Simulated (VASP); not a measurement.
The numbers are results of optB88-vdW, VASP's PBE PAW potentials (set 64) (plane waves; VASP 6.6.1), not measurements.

VASP ran on this input.

**KPOINTS**
```
Automatic mesh
0
Gamma
10 10 9
0 0 0
```

### POSCAR
```
TiB2
1.0
  1.5137953323  -2.6219704544   0.0000000000
  1.5137953323   2.6219704544   0.0000000000
  0.0000000000   0.0000000000   3.2403554269
Ti B
1 2
Cartesian
  3.0275906646   0.0000000000   3.2403554269
  1.5137953323   0.8739918994   1.6201777134
  1.5137953323  -0.8739918994   1.6201777134
```

**INCAR**
```
SYSTEM=TiB2
PREC=Accurate; ENCUT=520; LREAL=.FALSE.
LASPH=.TRUE.
EDIFF=1E-6; NELM=100; ALGO=Normal
LMAXMIX=4
ISMEAR=1; SIGMA=0.1
GGA=BO; LUSE_VDW=.TRUE.; AGGAC=0.0
PARAM1=0.1833333333; PARAM2=0.22
IBRION=2; NSW=60; ISIF=3
EDIFFG=-0.02
LWAVE=.FALSE.; LCHARG=.FALSE.
```

POTCAR, in this order: Ti_sv B (PBE.64 set). Program: vasp_std.

Question: What will the output report for the number of irreducible k-points (NKPTS), largest plane-wave count, number of space-group operations, FFT grid (NGX, NGY, NGZ)?

Answer: 
```
Item                                           Value
--------------------------------------  ------------
number of irreducible k-points (NKPTS)            70
largest plane-wave count                         721
number of space-group operations                  24
FFT grid (NGX, NGY, NGZ)                24 × 24 × 24
```

The compound is TiB2 in the AlB2 type structure. It was relaxed first. The start is the result of an earlier pass.
